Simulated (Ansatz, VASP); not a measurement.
**HfTiSe2: VASP beside Ansatz**

Aim: how closely do two programs agree when they are given the same cell, functional and k mesh? The cell is generated by rule, not measured, and may not be a known phase. The cell is taken from a series of runs on this material, whose earlier steps may have relaxed, scaled, displaced or heated it; both programs get it as it stands.

Program: Ansatz 0.2.0. Level of theory: plane waves, with VASP 6.6.1 beside it; relaxation of cell and atoms at PBE. Results are calculated unless marked as measured.

## Step 1: The structure

It takes space group P-3m1 (No. 164, trigonal). Conventional cell: a = 3.658 Å, b = 3.658 Å, c = 6.393 Å, α = 90.00°, β = 90.00°, γ = 120.00°. Nearest to Hf lie 6 Se at 2.65 Å. Ti has 6 Se at 2.65 Å nearest. Se has 3 Hf at 2.65 Å and 3 Ti at 2.65 Å nearest. Farther neighbours and most contacts between anions are not listed.

## Step 2: VASP: relaxation of cell and atoms, PBE, pair 1

The relaxed volume is the usual yardstick between codes: in a stiff, nearly cubic crystal its relative difference is about their pressure difference at one cell divided by the bulk modulus.

Lines of VASP's logs that name or quote its potential files are left out, and so is its time.

File INCAR:

```
SYSTEM = HfTiSe2
PREC = Accurate
ENCUT = 500
EDIFF = 1E-07
NELM = 120
ISMEAR = 0
SIGMA = 0.1
LREAL = .FALSE.
ALGO = Normal
GGA = PE
NBANDS = 23
LASPH = .TRUE.
LORBIT = 11
LWAVE = .FALSE.
LCHARG = .FALSE.
ISIF = 3
IBRION = 2
NSW = 80
EDIFFG = -0.005
GGA_COMPAT = .FALSE.
NELMIN = 4
KPAR = 2
```

File POSCAR:

```
HfTiSe2
1.0
    3.6580800000      0.0000000000      0.0000000000
   -1.8290400000      3.1679900000      0.0000000000
    0.0000000000      0.0000000000      6.3931700000
Hf Ti Se
1 1 2
Direct
    0.0000000000      0.0000000000      0.0000000000
    0.0000000000      0.0000000000      0.5000000000
    0.3333332807      0.6666665614      0.2499999218
    0.6666667193      0.3333334386      0.7500000782
```

File KPOINTS:

```
Automatic mesh
0
Gamma
6 6 4
0 0 0
```

Potentials, in the order of the species: Hf_pv, Ti_sv and Se (PBE family, release 64).

Launch:

```console
mpirun -np 2 vasp_std
```

Numbers of over 12 decimals in the logs are rounded to 6 here.

Log:

```text
[banner, memory and clock lines left out]
running    2 mpi-ranks, on    1 nodes
 distrk:  each k-point on    1 cores,    2 groups
 distr:  one band on    1 cores,    1 groups

 POSCAR found type information on POSCAR HfTiSe
 POSCAR found :  3 types and       4 ions
 LDA part: xc-table for (Slater+PW92), standard interpolation
 POSCAR, INCAR and KPOINTS ok, starting setup
 FFT: planning ... GRIDC
 FFT: planning ... GRID_SOFT
 FFT: planning ... GRID
 WAVECAR not read
 entering main loop
       N       E                     dE             d eps       ncg     rms          rms(c)
DAV:   1     0.281648200393E+03    0.28165E+03   -0.16839E+04  1104   0.146E+03
DAV:   2    -0.394455795144E+00   -0.28204E+03   -0.27301E+03  1163   0.398E+02
DAV:   3    -0.288520668532E+02   -0.28458E+02   -0.27761E+02  1863   0.103E+02
DAV:   4    -0.305139241176E+02   -0.16619E+01   -0.16469E+01  1535   0.209E+01
DAV:   5    -0.305961154487E+02   -0.82191E-01   -0.82178E-01  1574   0.386E+00    0.458E+01
DAV:   6    -0.306537745413E+02   -0.57659E-01   -0.30440E+01  1541   0.322E+01    0.250E+01
DAV:   7    -0.314940730654E+02   -0.84030E+00   -0.63456E+01  1628   0.429E+01    0.256E+01
DAV:   8    -0.291925441248E+02    0.23015E+01   -0.99718E+00  1371   0.130E+01    0.758E+00
DAV:   9    -0.286410191986E+02    0.55152E+00   -0.26806E+00  1583   0.963E+00    0.109E+00
DAV:  10    -0.286197471660E+02    0.21272E-01   -0.13949E-01  1538   0.216E+00    0.108E+00
DAV:  11    -0.286184622178E+02    0.12849E-02   -0.85898E-02  1542   0.192E+00    0.659E-01
DAV:  12    -0.286164828712E+02    0.19793E-02   -0.16278E-02  1533   0.747E-01    0.204E-01
DAV:  13    -0.286161484869E+02    0.33438E-03   -0.87383E-03  1425   0.602E-01    0.253E-01
DAV:  14    -0.286159108188E+02    0.23767E-03   -0.78589E-04  1340   0.205E-01    0.829E-02
DAV:  15    -0.286158637854E+02    0.47033E-04   -0.12434E-04  1576   0.643E-02    0.424E-02
DAV:  16    -0.286158459726E+02    0.17813E-04   -0.87865E-05  1462   0.625E-02    0.195E-02
DAV:  17    -0.286158468046E+02   -0.83195E-06   -0.59510E-06  1739   0.156E-02    0.383E-03
DAV:  18    -0.286158467261E+02    0.78410E-07   -0.61866E-07  1163   0.538E-03
   1 F= -.28615847E+02 E0= -.28602171E+02  d E =-.286158E+02
[... from here on, the cycles between the ionic steps are left out ...]
   2 F= -.28857515E+02 E0= -.28848497E+02  d E =-.241668E+00
   4 F= -.29045889E+02 E0= -.29038507E+02  d E =-.186988E+00
   5 F= -.29094925E+02 E0= -.29088267E+02  d E =-.236023E+00
   6 F= -.29096150E+02 E0= -.29089567E+02  d E =-.237248E+00
   7 F= -.29112351E+02 E0= -.29105866E+02  d E =-.162014E-01
   8 F= -.29112645E+02 E0= -.29106145E+02  d E =-.164956E-01
   9 F= -.29115097E+02 E0= -.29108680E+02  d E =-.245173E-02
  10 F= -.29116190E+02 E0= -.29109864E+02  d E =-.354522E-02
  11 F= -.29116190E+02 E0= -.29109866E+02  d E =-.354454E-02
 curvature:  -0.82 expect dE=-0.238E-04 dE for cont linesearch -0.777E-06
 ZBRENT: bracketing found
 ZBRENT: accuracy reached
 trial: gam=-0.00203 g(F)=  0.425E-05 g(S)=  0.248E-04 ort =-0.700E-04 (trialstep = 0.836E+00)
 search vector abs. value=  0.294E-04
 bond charge predicted
       N       E                     dE             d eps       ncg     rms          rms(c)
DAV:   1    -0.291163375569E+02   -0.14776E-03   -0.33822E-03  1412   0.562E-01    0.149E-01
DAV:   2    -0.291164026791E+02   -0.65122E-04   -0.23574E-03  1497   0.334E-01    0.928E-02
DAV:   3    -0.291162207086E+02    0.18197E-03   -0.14425E-03  1550   0.203E-01    0.533E-02
DAV:   4    -0.291161943152E+02    0.26393E-04   -0.11402E-04  1532   0.733E-02    0.181E-02
DAV:   5    -0.291161946616E+02   -0.34639E-06   -0.95498E-06  1544   0.135E-02    0.115E-02
DAV:   6    -0.291161947084E+02   -0.46760E-07   -0.16134E-06  1594   0.511E-03    0.677E-03
DAV:   7    -0.291161945133E+02    0.19505E-06   -0.94445E-07  1615   0.435E-03    0.119E-03
DAV:   8    -0.291161944330E+02    0.80314E-07   -0.88737E-08   797   0.183E-03
  12 F= -.29116194E+02 E0= -.29109867E+02  d E =-.471130E-05
 trial-energy change:   -0.000005  1 .order   -0.000007   -0.000024    0.000011
 step:   0.5095(harm=  0.5744)  dis= 0.00017  next Energy=   -29.116197 (dE=-0.700E-05)
 reached required accuracy - stopping structural energy minimisation
```

From OUTCAR (step 2):

```text
ion  position               nearest neighbor table
   1  0.000  0.000  0.000-   3 2.65   4 2.65   4 2.65   3 2.65   3 2.65   4 2.65   2 3.20   2 3.20

  LATTYP: Found a hexagonal cell.
 ALAT       =     3.6580800000
 C/A-ratio  =     1.7476845777

 Subroutine GETGRP returns: Found 12 space group operations
 (whereof 12 operations were pure point group operations)

The static configuration has the point symmetry D_3d.

 Found     24 irreducible k-points:

   k-points           NKPTS =     24   k-points in BZ     NKDIM =     24   number of bands    NBANDS=     23

   dimension x,y,z NGX =    28 NGY =   28 NGZ =   48
   dimension x,y,z NGXF=    56 NGYF=   56 NGZF=   96

   ENCUT  =  500.0 eV  36.75 Ry    6.06 a.u.   6.67  6.67 11.66*2*pi/ulx,y,z

   NELECT =      34.0000    total number of electrons

 k-points in reciprocal lattice and weights: Automatic mesh
   0.00000000  0.00000000  0.00000000       0.007
   0.16666667  0.00000000  0.00000000       0.042
   0.33333333  0.00000000  0.00000000       0.042
   0.50000000  0.00000000  0.00000000       0.021
   0.16666667  0.16666667  0.00000000       0.042
   0.33333333  0.16666667  0.00000000       0.083
   0.33333333  0.33333333  0.00000000       0.014
   0.00000000  0.00000000  0.25000000       0.014
   0.16666667  0.00000000  0.25000000       0.042
[...]
0.33333333  0.16666667  0.50000000       0.083
   0.33333333  0.33333333  0.50000000       0.014

 average (electrostatic) potential at core
       1 -35.4172       2 -73.8274       3 -51.8784       4 -51.8784

 E-fermi :   7.6330

 k-point     1 :       0.0000    0.0000    0.0000
  band No.  band energies     occupation
    ...
     14       5.2129      2.00000
     15       6.4597      2.00000
     16       6.4597      2.00000
     17       7.6075      1.28094
     18       7.6075      1.28093
     19       7.8731      0.00069
     20       7.8731      0.00069
     21       8.9485      0.00000
     22       9.4981      0.00000
     23       9.4981      0.00000

 k-point     2 :       0.1667    0.0000    0.0000
  band No.  band energies     occupation
    ...
     13       4.0996      2.00000
     14       4.2989      2.00000
     15       5.6333      2.00000
     16       5.6468      2.00000
     17       7.6508      0.80080
     18       8.0030      0.00000
     19       8.0721      0.00000
     20       8.5854      0.00000
     21       9.1405      0.00000
     22       9.5702      0.00000
    ...

 k-point     3 :       0.3333    0.0000    0.0000
  band No.  band energies     occupation
    ...
     13       2.9342      2.00000
     14       3.8951      2.00000
     15       5.0732      2.00000
     16       5.8680      2.00000
     17       7.0144      2.00000
     18       8.5438      0.00000
     19       8.6973      0.00000
     20       8.8816      0.00000
     21       9.4502      0.00000
     22       9.9358      0.00000
    ...

  Total       -0.0185755     -0.0185755     -0.0162683     -0.0000000     -0.0000000      0.0000000
  in kB       -0.4056263     -0.4056263     -0.3552455     -0.0000000     -0.0000000      0.0000000
  external PRESSURE =      -0.3888327 kB  Pullay stress =       0.0000000 kB

  energy-cutoff  :      500.00
  volume of cell :       73.37
      direct lattice vectors                 reciprocal lattice vectors
     3.444740183 -0.000000000  0.000000000     0.290297656  0.167603439  0.000000000
    -1.722370091  2.983232335 -0.000000000     0.000000000  0.335206879 -0.000000000
    -0.000000000  0.000000000  7.139730934    -0.000000000  0.000000000  0.140061301

 POSITION                                       TOTAL-FORCE (eV/Angst)
 -----------------------------------------------------------------------------------
     -0.00000      0.00000      7.13973         0.000000     -0.000000     -0.000000
     -0.00000      0.00000      3.56987         0.000000      0.000000     -0.000000
      0.00000      1.98882      1.86948         0.000000     -0.000000      0.002621
      1.72237      0.99441      5.27025        -0.000000      0.000000     -0.002621
 -----------------------------------------------------------------------------------
    total drift:                               -0.000000     -0.000000      0.000000

  FREE ENERGIE OF THE ION-ELECTRON SYSTEM (eV)
  ---------------------------------------------------
  free  energy   TOTEN  =       -29.1161944330 eV

  energy  without entropy=      -29.1035392549  energy(sigma->0) =      -29.10986684

 reached required accuracy - stopping structural energy minimisation

 total charge
# of ion       s       p       d       tot
------------------------------------------
    1        0.267   6.359   1.673   8.299
    2        2.137   6.098   1.999  10.235
    3        1.431   2.449   0.081   3.961
    4        1.431   2.449   0.081   3.961
--------------------------------------------------
tot          5.265  17.355   3.835  26.455

[... 3 further parts left out ...]
```

CONTCAR:

```
HfTiSe2
   1.00000000000000
     3.4447401827193920   -0.0000000000000000    0.0000000000000000
    -1.7223700913596960    2.9832323345511349   -0.0000000000000000
    -0.0000000000000000    0.0000000000000000    7.1397309343568844
  Hf              Ti              Se
     1     1     2
Direct
     0.0000000000000000    0.0000000000000000    1.0000000000000000
     0.0000000000000000    0.0000000000000000    0.5000000000000000
     0.3333332807000033    0.6666665613999996    0.2618424492201772
     0.6666667192999967    0.3333334386000004    0.7381575507798227
```

The k-mesh is coarse for a metal. Harder data sets than Hf_pv exist (the GW ones), and pressures, volumes and forces can shift noticeably with them. The run keeps the 12 symmetry operations of its start, so it cannot find a distortion of lower symmetry.

## Step 3: Ansatz: relaxation of cell and atoms, PBE, pair 1

Ansatz runs on its default PAW (the set named soft_2) files.

The same cell, functional, mesh and smearing now go to Ansatz, which takes its cutoff from its data sets.

File input.yaml:

```yaml
crystal:
  lattice:
    - [3.65808, 0.0, 0.0]
    - [-1.82904, 3.16799, 0.0]
    - [0.0, 0.0, 6.39317]
  atoms:
    - { symbol: Hf, position: [0.0, 0.0, 0.0] }
    - { symbol: Ti, position: [0.0, 0.0, 0.5] }
    - { symbol: Se, position: [0.3333333333, 0.6666666667, 0.25] }
    - { symbol: Se, position: [0.6666666667, 0.3333333333, 0.75] }
kpoints:
  mp_grid: { grid: [6, 6, 4] }
hamiltonian:
  xc: pbe
scf:
  occupations: { method: gaussian, width: 0.1 }
output:
  forces: true
  stress: true
  eigenvalues: true
relax:
  adjacent_minimum: "off"
  f_tol: 0.05
  max_steps: 80
  cell: { stress_tol: 0.5 }
```

Launch:

```console
ansatz run input.yaml --threads 4 --pin off --max-ram 16384MiB --backend cpu --events-out ev --progress --plain --runs-dir out
```

Log:

```text
The last accepted step is kept in <dir> (removed where the run ends without a failure and the disk answers)
Engine: ansatz 0.2.0, aarch64-unknown-linux-gnu
Pseudopotentials: kind: paw
Pseudopotential: Hf, paw, valence charge 26, recommended cutoff 420 eV (normal), Hf.paw.azcp
Pseudopotential: Ti, paw, valence charge 12, recommended cutoff 420 eV (normal), Ti.paw.azcp
Pseudopotential: Se, paw, valence charge 16, recommended cutoff 420 eV (normal), Se.paw.azcp
Functional definition: PBE
  parameter kappa = 0.804
  parameter beta = 0.066725
  exchange = pbe_x(kappa = kappa, mu = beta*pi^2/3)
  correlation = pbe_c(beta = beta)
Crystal: 4 atoms, lattice volume = 74.089 Å³
Basis set: ecut = 420 eV, 1449 PW (Γ), exchange–correlation on 50×50×90 points (8 copies of the dense FFT grid, shifted against one another)
Bands: 42, of which v1, the nominal top of the filled ones, is band 35 counted from 1 (34 counted from 0)
Symmetry: 12 space group operations
Space group: P-3m1 (ITA 164), of the structure as read, at distance tolerance 4.2e-5 Å
k-points: 24 of 144
Non-local potential: Hf, projectors of the file, l = 0: 3, l = 1: 2, l = 2: 2, l = 3: 3
Non-local potential: Ti, projectors of the file, l = 0: 3, l = 1: 2, l = 2: 3, l = 3: 1
Non-local potential: Se, projectors of the file, l = 0: 2, l = 1: 2, l = 2: 3, l = 3: 1
PAW form: soft (Blöchl's): semilocal exchange-correlation on the pseudo side does not see the compensation charge
PAW one-centre angular grid: Hf, 590 points (default); XC on 64 Gauss nodes
PAW one-centre angular grid: Ti, 590 points (default); XC on 64 Gauss nodes
PAW one-centre angular grid: Se, 590 points (default); XC on 64 Gauss nodes
Initial density: superposition of atomic densities (neutral atoms: chi_scale 0, normalization atom), corrected by the library's trained network
Initial wavefunctions: pseudopotential atomic-orbital guess
Functional: x = pbe(κ = 0.804, μ = 0.219515), c = pbe(β = 0.066725)
SCF iter   1: F=—  HF=-29163.004653 eV  |F-HF|=—  |Δ(HF+E_count)|=         —  Δρ=5.58e-3  dr2=4.10e-2  ethr=1.77e-3  ⟨swp⟩=5.3  Hψ=3272  notcnv=0
preconditioner: auto → Kerker (q_TF=auto, 2.703 Å⁻¹)  [metal: Δε(μ)=0.028 eV  Ē_g=10.703 eV  σ=0.100 eV  W_gap=0.15  n_scr=22 (ndim 8)  ℏωp=25.2 eV  f_vac=0.000  D(μ)=5.44/eV (n_scr^D=66)]
SCF iter   2: F=—  HF=-29163.003416 eV  |F-HF|=—  |Δ(HF+E_count)|=   1.24e-3  Δρ=3.08e-3  dr2=1.32e-2  ethr=5.86e-5  ⟨swp⟩=1.0  Hψ=1201  notcnv=0
SCF iter   3: F=—  HF=-29163.002898 eV  |F-HF|=—  |Δ(HF+E_count)|=   5.18e-4  Δρ=5.03e-4  dr2=2.09e-4  ethr=1.88e-5  ⟨swp⟩=1.9  Hψ=1019  notcnv=0
SCF iter   4: F=—  HF=-29163.002842 eV  |F-HF|=—  |Δ(HF+E_count)|=   5.60e-5  Δρ=3.09e-4  dr2=7.34e-5  ethr=2.99e-7  ⟨swp⟩=2.0  Hψ=1820  notcnv=0
SCF iter   5: F=—  HF=-29163.002842 eV  |F-HF|=—  |Δ(HF+E_count)|=   2.55e-7  Δρ=1.27e-4  dr2=1.58e-5  ethr=1.05e-7  ⟨swp⟩=2.0  Hψ=1817  notcnv=0
SCF iter   6: F=—  HF=-29163.002840 eV  |F-HF|=—  |Δ(HF+E_count)|=   2.20e-6  Δρ=5.52e-5  dr2=3.24e-6  ethr=2.25e-8  ⟨swp⟩=2.0  Hψ=1760  notcnv=0
SCF iter   7: F=—  HF=-29163.002840 eV  |F-HF|=—  |Δ(HF+E_count)|=   3.13e-8  Δρ=2.16e-5  dr2=4.58e-7  ethr=4.63e-9  ⟨swp⟩=2.5  Hψ=1489  notcnv=0
SCF iter   8: F=-29163.002840 eV  HF=-29163.002840 eV  |F-HF|=6.77e-9  |Δ(HF+E_count)|=   1.06e-7  Δρ=5.00e-6  dr2=1.97e-8  ethr=1.43e-10  ⟨swp⟩=6.8  Hψ=4003  notcnv=0
SCF 1 converged in 8 iterations: F = -29163.002840 eV  dr2 = 1.97e-8
  greatest PAW one-centre occupation: 1.000 electrons in one spin orbital (limit 2), on the Se atom at site 3 (counted from 0), in its partial waves of l = 2
relax step   1: F+E_penalty+E_count = -29163.00283979 eV  Δ(F+E_penalty+E_count) = +0.000e0 eV  max|allowed force component| = 1.063e0 eV/Å  Δτ_max = 0.0000 Å  P = +3.752 GPa  Ω = 74.089 Å³  (8 SCF iters, dr2 threshold 1.00e-7 eV, accepted)
[...]
relax step   4: F+E_penalty+E_count = -29163.50587907 eV  Δ(F+E_penalty+E_count) = -1.483e-2 eV  max|allowed force component| = 7.665e-2 eV/Å  Δτ_max = 0.0136 Å  P = +0.487 GPa  Ω = 72.947 Å³  energy of the carried Pulay correction = +1.810e-4 eV  (8 SCF iters, dr2 threshold 4.00e-7 eV, accepted)
[...]
relax step   5: F+E_penalty+E_count = -29163.51424014 eV  Δ(F+E_penalty+E_count) = -8.361e-3 eV  max|allowed force component| = 2.423e-3 eV/Å  Δτ_max = 0.0044 Å  P = +0.056 GPa  Ω = 73.381 Å³  energy of the carried Pulay correction = +1.120e-4 eV  (7 SCF iters, dr2 threshold 4.00e-7 eV, accepted)
[...]
relax step   6: F+E_penalty+E_count = -29163.51585693 eV  Δ(F+E_penalty+E_count) = -1.617e-3 eV  max|allowed force component| = 2.951e-3 eV/Å  Δτ_max = 0.0000 Å  P = +0.113 GPa  Ω = 73.381 Å³  stress off target by 3.05e-1 GPa  SCF on the basis re-selected at this cell (its energy is not comparable with the rows above)  (6 SCF iters)
basis re-selected at this cell: Δ(F+E_penalty+E_count) = -1.617e-3 eV, ΔP = +0.058 GPa vs the last step (what re-selecting the basis moved, of the pressure what is left beyond the Pulay correction that the steps carried, after the strain that the cell walked since its last selection, with what the two solves' SCF thresholds leave and, on support functions, any second-order correction that the steps lacked; it is no measure of the basis error at this ecutwfc). The dense FFT grid was sized anew with the basis: this SCF ran on 24×24×48 points, the steps before it on 25×25×45, so part of this shift can come from that change (see relax.cell in the input reference). [rest of the remark cut]
SCF converged after 6 iterations
Free energy (F): -29163.515857 eV
Harris-Foulkes:  -29163.515857 eV  (|F-HF|=1.09e-10)
Internal energy: -29163.503155 eV  (E = F + TS)
E sigma→0 (E₀):  -29163.509506 eV
Entropy (-TS):   -0.012702 eV (-3.175 meV/atom)
Fermi energy:    16.508910 eV
--- Per-component energies (eV) ---
  E_band       = -745.428451
  E_kinetic    = 938.243456
  E_local      = -10605.182232  (includes V_loc(G=0)·N_el)
  E_nonlocal   = -2426.541620
  E_hartree    = 5122.443408
  E_xc         = -608.546542
  E_vxc        = -588.571420  (∫ρ·V_xc dr)
  E_paw        = -11797.687636  (= ΣΔE_a)
  E_vpaw       = 1691.736294  (= ΣTr[D̂ρ^β])
  E_aug_tail   = -0.001071  (compensation charges beyond the density's cutoff)
  E_ewald      = -9786.230918
  E_smearing   = -0.012702  (= −TS)
  E_closure    = -0.000000  (closes the sum)
  Σ components = -29163.515857   (vs F -29163.515857, Δ=0.00e0)
--- Forces (eV/Å), atoms counted from 1 ---
  atom   1  Hf     0.00000000    -0.00000000     0.00000000
  atom   2  Ti     0.00000000    -0.00000000     0.00000000
  atom   3  Se    -0.00000000     0.00000000    -0.00295076
  atom   4  Se     0.00000000     0.00000000     0.00295076
  max |Σ_I F_I| component: 4.63e-18 eV/Å
--- Stress (GPa, compression-positive) ---
        0.017330      -0.000000       0.000000
       -0.000000       0.017330      -0.000000
        0.000000      -0.000000       0.305202
  P = ⅓ Tr σ = 0.1133 GPa (1.133 kbar)
--- Band table (eV; the first three rows and the last of 24) ---
  k-point 0: bands = [... 31 lower, 14.0827, 15.3375, 15.3375, 16.4820, 16.4820, 16.7453, 16.7453, 17.8247, ... 3 higher]
  k-point 1: bands = [... 31 lower, 14.6999, 14.6999, 15.1131, 16.7391, 16.7391, 17.2550, 17.2550, 17.3386, ... 3 higher]
  k-point 2: bands = [... 31 lower, 13.9922, 13.9922, 16.2570, 16.3203, 16.8206, 16.8206, 17.6678, 17.6678, ... 3 higher]
  k-point 23: bands = [... 31 lower, 11.4934, 11.4934, 16.0357, 16.0357, 17.6929, 18.0793, 18.0793, 18.6268, ... 3 higher]
--- Relaxed structure (5 steps of the walk, 5 accepted, 1 SCFs on fresh bases) ---
  F+E_penalty+E_count = -29163.51585693 eV   max|allowed force component| = 2.951e-3 eV/Å   (the final SCF, on the basis selected at the relaxed cell)
  cell:  # Å, volume = 73.3805 Å³
    - [3.445564, 0, 1.5781546840563972e-17]
    - [-1.722782, 2.983946, -7.890773420281984e-18]
    - [2.7581166935662903e-17, 0, 7.137224]
  atoms:
    - { symbol: Hf, position: [0, 0, -1.0514429413593144e-18] }
    - { symbol: Ti, position: [0, 0, 0.5] }
    - { symbol: Se, position: [0.333333, 0.666667, 0.262491] }
    - { symbol: Se, position: [0.666667, 0.333333, 0.737509] }
```

The column dr2 measures how far the density is from self-consistency, as an energy; F and HF (Harris–Foulkes) agree once it is small.

## Step 4: Side by side

Known differences besides the potentials themselves: the data sets hold 70 valence electrons in Ansatz (on its default PAW (the set named soft_2) files) and 34 in VASP; the cutoff is 420 eV in Ansatz and 500 eV in VASP; Ansatz adds a Pulay correction to the stress that steers its cell, VASP none. Total energies have different zeros and are not compared.

The two programs side by side:

```
                                         quantity  Ansatz   VASP  difference
                                      volume (Å³)   73.38  73.37     +0.01 %
edge a after relaxation, in the typed setting (Å)   3.446  3.445     +0.03 %
edge c after relaxation, in the typed setting (Å)   7.137  7.140     -0.04 %
```

(Continued in part 2 of 2.)

[Lines on the potential files, build, host, timing and source positions are cut from VASP's logs without a mark.]

[Logs are printed without paths, hosts, clocks, repeated set-up lines and the standing remarks that a program may print on its own settings, such as how far it seeks lower states.]

[Hosts, paths, dates, database ids (printed as entryN), source tags and the programs' standing remarks are cut or masked in the printed files.]
